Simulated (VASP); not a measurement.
Input:

```xyz
2
Lattice="0.0000 2.3354 2.3354 2.3354 0.0000 2.3354 2.3354 2.3354 0.0000" Properties=species:S:1:pos:R:3 pbc="T T T"
Na     0.0000     0.0000     0.0000
F      2.3354     2.3354     2.3354
```

Level of theory: AM05 GGA, VASP's PBE PAW potentials (set 64) (plane waves; VASP). Numerical set-up: 520 eV cut-off, Gaussian smearing of 0.050 eV, potentials Na_pv F.

**Question.** Predict the band gap (along the path) with the smallest direct gap where there is one.

**Answer.** 
```json
{
 "band gap (along the path)": "6.24 eV",
 "smallest direct gap (along the path)": "6.24 eV"
}
```

The compound is NaF in the rock salt structure. It was relaxed first.
